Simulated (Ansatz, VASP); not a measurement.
**NiHO2 (NiHO2 monolayer) in two plane-wave programs**

One calculation is typed for both programs; each brings its own data sets. How far apart do they land? The cell is taken from a series of runs on this material, whose earlier steps may have relaxed, scaled, displaced or heated it; both programs get it as it stands.

Calculated with Ansatz 0.2.0; plane waves, with VASP 6.6.1 beside it; single point at PBEsol, DFT+U.

## Step 1: Starting point

The cell holds 12 atoms: 3 Ni, 6 O and 3 H. Cell: a = 2.979 Å, b = 8.936 Å, c = 17.990 Å, α = 90.0°, β = 90.0°, γ = 120.0°. It derives from NiHO2. One layer cut from the bulk crystal, unrelaxed. Vacuum lies along c.

## Step 2: Ansatz: single point, PBEsol, DFT+U, pair 1

Ansatz runs on its default PAW (the set named soft_2) files.

A single point gives forces, pressure and levels at one fixed geometry, so differences don't come from the geometry; what else differs is listed under the comparison.

Input file input.yaml:

```yaml
crystal:
  lattice:
    - [2.978559138, 2.89e-07, 0.0]
    - [-4.467839457, 7.738523208, 0.0]
    - [0.0, 0.0, 17.990392]
  atoms:
    - { symbol: Ni, position: [0.666667, 0.111111, 0.472014], spin: 2.0 }
    - { symbol: Ni, position: [0.666667, 0.444444333, 0.472014], spin: 2.0 }
    - { symbol: Ni, position: [0.666667, 0.777777667, 0.472014], spin: -2.0 }
    - { symbol: O, position: [3.33e-07, 0.333333222, 0.416889] }
    - { symbol: O, position: [3.33e-07, 0.666666556, 0.416889] }
    - { symbol: O, position: [3.33e-07, 0.999999889, 0.416889] }
    - { symbol: O, position: [0.333333667, 0.222222111, 0.528454] }
    - { symbol: O, position: [0.333333667, 0.555555444, 0.528454] }
    - { symbol: O, position: [0.333333667, 0.888888778, 0.528454] }
    - { symbol: H, position: [0.333333667, 0.222222111, 0.583111] }
    - { symbol: H, position: [0.333333667, 0.555555444, 0.583111] }
    - { symbol: H, position: [0.333333667, 0.888888778, 0.583111] }
magnetization:
  spin_polarized: true
kpoints:
  mp_grid: { grid: [15, 5, 1] }
hamiltonian:
  xc: pbesol
  hubbard:
    sites:
      - { species: Ni, l: d, u_eff: 7.2 }
      - { site: 0, l: d, u_eff: 7.2, starting_ns: [{ spin: up, occupation_matrix: ni1_major }, { spin: down, occupation_matrix: ni1_minor }] }
      - { site: 1, l: d, u_eff: 7.2, starting_ns: [{ spin: up, occupation_matrix: ni1_major }, { spin: down, occupation_matrix: ni1_minor }] }
      - { site: 2, l: d, u_eff: 7.2, starting_ns: [{ spin: up, occupation_matrix: ni1_minor }, { spin: down, occupation_matrix: ni1_major }] }
    projectors: ortho-atomic
    occupation_matrices:
      ni1_major:
        matrix:
          - [0.996, 0.0, 0.0, 0.0, 0.0]
          - [0.0, 0.963, 0.0, 0.0, 0.026]
          - [0.0, 0.0, 0.963, 0.026, 0.0]
          - [0.0, 0.0, 0.026, 0.972, 0.0]
          - [0.0, 0.026, 0.0, 0.0, 0.972]
      ni1_minor:
        matrix:
          - [0.997, 0.0, 0.0, 0.0, 0.0]
          - [0.0, 0.49, 0.0, 0.0, 0.383]
          - [0.0, 0.0, 0.49, 0.383, 0.0]
          - [0.0, 0.0, 0.383, 0.708, 0.0]
          - [0.0, 0.383, 0.0, 0.0, 0.708]
scf:
  occupations: { method: fermi_dirac, width: 0.05 }
output:
  eigenvalues: true
```

Started as:

```bash
$ ansatz run input.yaml --threads 4 --pin off --max-ram 8192MiB --backend cpu --events-out ev --progress --plain --runs-dir out
```

Numbers of over 12 decimals in the logs are rounded to 6 here.

The log of the run:

```text
Engine: ansatz 0.2.0, aarch64-unknown-linux-gnu
Pseudopotentials: kind: paw
Pseudopotential: Ni, paw, valence charge 18, recommended cutoff 420 eV (normal), Ni.paw.azcp
Pseudopotential: O, paw, valence charge 6, recommended cutoff 420 eV (normal), O.paw.azcp
Pseudopotential: H, paw, valence charge 1, recommended cutoff 420 eV (normal), H.paw.azcp
Functional definition: PBEsol
  exchange = pbesol_x
  correlation = pbesol_c
Crystal: 12 atoms, lattice volume = 414.672 Å³
Basis set: ecut = 420 eV, 8005 PW (Γ)
Bands: 62, of which v1, the nominal top of the filled ones, is band 47 counted from 1 (46 counted from 0)
Symmetry: 2 space group operations
Space group: Cm (ITA 8), of the structure as read, at distance tolerance 7.5e-5 Å
Magnetic group: BNS 8.32 (UNI 39), of the structure as read, at distance tolerance 7.5e-5 Å
k-points: 24 of 75 (time reversal used)
Non-local potential: Ni, projectors of the file, l = 0: 3, l = 1: 2, l = 2: 3, l = 3: 1
Non-local potential: O, projectors of the file, l = 0: 2, l = 1: 2, l = 2: 1
Non-local potential: H, projectors of the file, l = 0: 2, l = 1: 1
PAW form: soft (Blöchl's): semilocal exchange-correlation on the pseudo side does not see the compensation charge
PAW frozen core: Ni, regenerated for the run's functional, and the local potential with it (the file was generated under x = pbe(κ = 0.804, μ = 0.219515), c = pbe(β = 0.066725))
PAW frozen core: O, regenerated for the run's functional, and the local potential with it (the file was generated under x = pbe(κ = 0.804, μ = 0.219515), c = pbe(β = 0.066725))
PAW one-centre angular grid: Ni, 590 points (default); XC on 64 Gauss nodes
PAW one-centre angular grid: O, 110 points (default); XC on 64 Gauss nodes
PAW one-centre angular grid: H, 110 points (default); XC on 64 Gauss nodes
Initial density: superposition of atomic densities (neutral atoms: chi_scale 0, normalization atom)
Starting moments: Σ|m| = 6 μB on 3 of 12 sites
Initial wavefunctions: pseudopotential atomic-orbital guess
Functional: x = pbesol(κ = 0.804, μ = 0.123457), c = pbesol(β = 0.046)
SCF iter   1: F=—  HF=-20815.833192 eV  |F-HF|=—  |Δ(HF+E_count)|=         —  Δρ=4.57e-2 (↑3.97e-2 ↓4.57e-2)  dr2=2.19e1  dr2_m=1.66e0  M=0.994 μB ∫|m|=5.345 μB  β_m=0.30  ethr=3.10e-3  ⟨swp⟩=7.1  Hψ=12965  notcnv=0  defer=66
preconditioner: auto → none  [metal: Δε(μ)=0.005 eV  Ē_g=14.396 eV  σ=0.050 eV  W_gap=0.03  n_scr=48 (ndim 8)  ℏωp=15.1 eV  f_vac=0.697  D(μ)=9.20/eV (n_scr^D=46)  sad-step TF]
SCF iter   2: F=—  HF=-20813.186771 eV  |F-HF|=—  |Δ(HF+E_count)|=    2.65e0  Δρ=2.74e-2 (↑2.20e-2 ↓2.74e-2)  dr2=7.03e0  dr2_m=8.73e-1  M=0.761 μB ∫|m|=5.401 μB  β_m=0.30  ethr=3.10e-3  ⟨swp⟩=2.7  Hψ=5496  notcnv=0  defer=457
SCF iter   3: F=—  HF=-20811.790608 eV  |F-HF|=—  |Δ(HF+E_count)|=    1.40e0  Δρ=2.17e-2 (↑1.77e-2 ↓2.17e-2)  dr2=4.66e0  dr2_m=5.22e-1  M=1.680 μB ∫|m|=5.534 μB  β_m=0.30  ethr=3.10e-3  ⟨swp⟩=4.1  Hψ=6158  notcnv=0  defer=443
SCF iter   4: F=—  HF=-20813.594410 eV  |F-HF|=—  |Δ(HF+E_count)|=    1.80e0  Δρ=4.82e-2 (↑4.82e-2 ↓2.48e-2)  dr2=2.76e1  dr2_m=2.13e0  M=-0.794 μB ∫|m|=6.503 μB  β_m=0.30  ethr=3.10e-3  ⟨swp⟩=3.5  Hψ=4841  notcnv=0  defer=402
SCF iter   5: F=—  HF=-20811.892727 eV  |F-HF|=—  |Δ(HF+E_count)|=    1.70e0  Δρ=2.18e-2 (↑1.69e-2 ↓2.18e-2)  dr2=7.19e0  dr2_m=4.21e-1  M=1.514 μB ∫|m|=5.672 μB  β_m=0.30  ethr=3.10e-3  ⟨swp⟩=2.3  Hψ=4155  notcnv=0  defer=414
SCF iter   6: F=—  HF=-20811.871948 eV  |F-HF|=—  |Δ(HF+E_count)|=   2.08e-2  Δρ=2.02e-2 (↑2.02e-2 ↓1.27e-2)  dr2=4.48e0  dr2_m=4.22e-1  M=0.160 μB ∫|m|=5.892 μB  β_m=0.30  ethr=3.10e-3  ⟨swp⟩=2.0  Hψ=3433  notcnv=0  defer=409
SCF iter   7: F=—  HF=-20811.680185 eV  |F-HF|=—  |Δ(HF+E_count)|=   1.92e-1  Δρ=6.95e-3 (↑6.95e-3 ↓6.68e-3)  dr2=4.75e-1  dr2_m=5.22e-2  M=0.720 μB ∫|m|=5.791 μB  β_m=0.30  ethr=3.10e-3  ⟨swp⟩=2.1  Hψ=3260  notcnv=0  defer=404
SCF iter   8: F=—  HF=-20811.662788 eV  |F-HF|=—  |Δ(HF+E_count)|=   1.74e-2  Δρ=6.93e-3 (↑6.93e-3 ↓4.30e-3)  dr2=5.10e-1  dr2_m=5.33e-2  M=0.754 μB ∫|m|=5.792 μB  β_m=0.30  ethr=5.10e-4  ⟨swp⟩=2.1  Hψ=3345  notcnv=0  defer=400
SCF iter   9: F=—  HF=-20811.657887 eV  |F-HF|=—  |Δ(HF+E_count)|=   4.90e-3  Δρ=3.56e-3 (↑3.29e-3 ↓3.56e-3)  dr2=1.07e-1  dr2_m=2.74e-2  M=0.598 μB ∫|m|=5.847 μB  β_m=0.30  ethr=5.10e-4  ⟨swp⟩=2.0  Hψ=3174  notcnv=0  defer=400
SCF iter  10: F=—  HF=-20811.661280 eV  |F-HF|=—  |Δ(HF+E_count)|=   3.39e-3  Δρ=2.75e-3 (↑2.75e-3 ↓1.59e-3)  dr2=3.42e-2  dr2_m=1.31e-2  M=0.713 μB ∫|m|=5.837 μB  β_m=0.30  ethr=1.15e-4  ⟨swp⟩=2.0  Hψ=3021  notcnv=0  defer=400
[...]
SCF iter  54: F=—  HF=-20811.677880 eV  |F-HF|=—  |Δ(HF+E_count)|=   3.08e-7  Δρ=1.08e-5 (↑1.08e-5 ↓8.48e-6)  dr2=9.11e-7  dr2_m=1.89e-7  M=0.402 μB ∫|m|=6.202 μB  β_m=0.57  ethr=2.48e-9  ⟨swp⟩=1.9  Hψ=3040  notcnv=0  defer=396
SCF iter  55: F=—  HF=-20811.677881 eV  |F-HF|=—  |Δ(HF+E_count)|=   8.92e-7  Δρ=3.01e-5 (↑3.01e-5 ↓2.31e-5)  dr2=1.37e-5  dr2_m=1.01e-6  M=0.404 μB ∫|m|=6.202 μB  β_m=0.38  ethr=9.80e-10  ⟨swp⟩=2.0  Hψ=4266  notcnv=0  defer=396  recentre
SCF iter  56: F=—  HF=-20811.677881 eV  |F-HF|=—  |Δ(HF+E_count)|=   3.58e-7  Δρ=1.56e-5 (↑1.42e-5 ↓1.56e-5)  dr2=3.57e-6  dr2_m=3.47e-7  M=0.402 μB ∫|m|=6.203 μB  β_m=0.29  ethr=9.80e-10  ⟨swp⟩=2.0  Hψ=4171  notcnv=0  defer=396
SCF iter  57: F=—  HF=-20811.677881 eV  |F-HF|=—  |Δ(HF+E_count)|=   2.28e-8  Δρ=5.32e-6 (↑5.32e-6 ↓4.46e-6)  dr2=1.77e-7  dr2_m=4.93e-8  M=0.403 μB ∫|m|=6.202 μB  β_m=0.40  ethr=9.80e-10  ⟨swp⟩=2.5  Hψ=3942  notcnv=0  defer=396
SCF iter  58: F=—  HF=-20811.677881 eV  |F-HF|=—  |Δ(HF+E_count)|=   2.14e-7  Δρ=7.14e-6 (↑5.75e-6 ↓7.14e-6)  dr2=5.45e-7  dr2_m=7.59e-8  M=0.403 μB ∫|m|=6.203 μB  β_m=0.41  ethr=1.91e-10  ⟨swp⟩=2.0  Hψ=4090  notcnv=0  defer=396
SCF iter  59: F=—  HF=-20811.677881 eV  |F-HF|=—  |Δ(HF+E_count)|=   9.60e-8  Δρ=5.84e-6 (↑5.84e-6 ↓5.75e-6)  dr2=6.28e-7  dr2_m=2.01e-8  M=0.402 μB ∫|m|=6.203 μB  β_m=0.30  ethr=1.91e-10  ⟨swp⟩=2.0  Hψ=4055  notcnv=0  defer=396
SCF iter  60: F=—  HF=-20811.677881 eV  |F-HF|=—  |Δ(HF+E_count)|=   2.84e-8  Δρ=5.48e-6 (↑5.48e-6 ↓2.48e-6)  dr2=2.32e-7  dr2_m=3.32e-8  M=0.402 μB ∫|m|=6.203 μB  β_m=0.25  ethr=1.91e-10  ⟨swp⟩=2.0  Hψ=4051  notcnv=0  defer=396
SCF iter  61: F=—  HF=-20811.677881 eV  |F-HF|=—  |Δ(HF+E_count)|=   3.40e-8  Δρ=4.76e-6 (↑4.76e-6 ↓1.94e-6)  dr2=1.90e-7  dr2_m=2.30e-8  M=0.403 μB ∫|m|=6.203 μB  β_m=0.23  ethr=1.91e-10  ⟨swp⟩=1.9  Hψ=2757  notcnv=0  defer=396
SCF iter  62: F=—  HF=-20811.677881 eV  |F-HF|=—  |Δ(HF+E_count)|=   2.77e-8  Δρ=7.07e-6 (↑7.07e-6 ↓2.58e-6)  dr2=5.54e-7  dr2_m=3.79e-8  M=0.403 μB ∫|m|=6.203 μB  β_m=0.15  ethr=1.91e-10  ⟨swp⟩=2.0  Hψ=4055  notcnv=0  defer=396  recentre
SCF iter  63: F=-20811.677881 eV  HF=-20811.677881 eV  |F-HF|=2.04e-9  |Δ(HF+E_count)|=   1.04e-8  Δρ=1.42e-6 (↑1.42e-6 ↓1.40e-6)  dr2=8.25e-9  dr2_m=4.65e-9  M=0.403 μB ∫|m|=6.203 μB  ethr=1.08e-10  ⟨swp⟩=16.4  Hψ=13156  notcnv=0
SCF 1 converged in 63 iterations: F = -20811.677881 eV  dr2 = 8.25e-9
  greatest PAW one-centre occupation: 1.002 electrons in one spin orbital (limit 2), on the Ni atom at site 2 (counted from 0), in its partial waves of l = 1
SCF converged after 63 iterations
Magnetization: 0.4028 μB (46.7014 up, 46.2986 down)
Absolute magnetization: 6.2122 μB (∫|ρ↑−ρ↓|, with the PAW one-centre terms)
Spin contamination: 2.7862 ħ² per cell (⟨S²⟩ above its minimum at these occupations)
Per-site moments (μB) at R_I (Å): [(1.413924, 0.818870), (1.454252, 0.818870), (-1.531019, 0.818870), (-0.494043, 0.818870), (0.122253, 0.818870), (-0.515320, 0.818870), (0.010249, 0.405612), (-0.00591379, 0.405612), (-0.00730437, 0.405612), (0.00282129, 0.405612), (0.000623471, 0.405612), (-0.000717422, 0.405612)]
Free energy (F): -20811.677881 eV
Harris-Foulkes:  -20811.677881 eV  (|F-HF|=2.04e-9)
Internal energy: -20811.613102 eV  (E = F + TS)
E sigma→0 (E₀):  -20811.645492 eV
Entropy (-TS):   -0.064779 eV (-5.398 meV/atom)
Fermi energy:    -2.210951 eV
--- Per-component energies (eV) ---
  E_band       = -2428.888523
  E_kinetic    = 1903.666102
  E_local      = -86781.558808  (includes V_loc(G=0)·N_el)
  E_nonlocal   = 2209.691171
  E_hartree    = 41494.427724
  E_xc         = -704.365417
  E_vxc        = -906.423245  (∫ρ·V_xc dr)
  E_hubbard    = 5.060059  (on-site DFT+U / exact-exchange correction)
  E_vhub       = -79.116237  (the Hubbard potential's part of the band-sum identity)
  E_paw        = -5690.205283  (= ΣΔE_a)
  E_vpaw       = -1764.017306  (= ΣTr[D̂ρ^β])
  E_aug_tail   = 0.012698  (compensation charges beyond the density's cutoff)
  E_ewald      = 26750.855058
  E_core_change = 0.803594  (= ΣΔE_core)
  E_smearing   = -0.064779  (= −TS)
  E_closure    = 0.000000  (closes the sum)
  Σ components = -20811.677881   (vs F -20811.677881, Δ=0.00e0)
--- Specified on-site occupations, and those of the state reported ---
  electrons in the specified blocks: 24.7770 specified, 24.7879 found
  site 2 (l=d) ↓: largest change of an orbital's occupation 0.0429; electrons 4.8660 specified, 4.9004 found; spectral distance 0.0453
  site 0 (l=d) ↓: largest change of an orbital's occupation 0.0227; electrons 3.3930 specified, 3.4110 found; spectral distance 0.0145
  site 0 (l=d) ↑: largest change of an orbital's occupation 0.0163; electrons 4.8660 specified, 4.8452 found; spectral distance 0.0173
  site 1 (l=d) ↓: largest change of an orbital's occupation 0.0139; electrons 3.3930 specified, 3.3981 found; spectral distance 0.0145
  site 2 (l=d) ↑: largest change of an orbital's occupation 0.0130; electrons 3.3930 specified, 3.3687 found; spectral distance 0.0153
  site 1 (l=d) ↑: largest change of an orbital's occupation 0.0052; electrons 4.8660 specified, 4.8644 found; spectral distance 0.0032
--- Band table (eV; the first three rows and the last of 48) ---
  k-point 0 ↑: bands = [... 43 lower, -3.2864, -3.0685, -2.4115, -1.8273, -1.7221, -1.4914, -0.3164, 1.4975, ... 11 higher]
  k-point 1 ↑: bands = [... 43 lower, -3.2201, -3.0472, -2.4136, -1.9236, -1.7076, -1.5107, -0.2119, 1.0829, ... 11 higher]
  k-point 2 ↑: bands = [... 43 lower, -3.1061, -2.9925, -2.3703, -2.1558, -1.6745, -1.5514, 0.0752, 0.5338, ... 11 higher]
  k-point 23 ↓: bands = [... 43 lower, -3.7857, -3.5352, -2.3539, -2.2056, 0.9726, 1.0545, 1.3217, 1.3817, ... 11 higher]
Occupation matrices written to <dir>
```

In the SCF lines HF is the Harris–Foulkes energy and dr2 the Hartree energy of the density residual, in eV; the loop may stop once dr2 is under the threshold and the program's other checks hold. Hψ counts applications of the Hamiltonian.

[end of part 1 of 3]

[Lines on the potential files, build, host, timing and source positions are cut from VASP's logs without a mark.]

[Logs are printed without paths, hosts, clocks, repeated set-up lines and the standing remarks that a program may print on its own settings, such as how far it seeks lower states.]

[Hosts, paths, dates, database ids (printed as entryN), source tags and the programs' standing remarks are cut or masked in the printed files.]
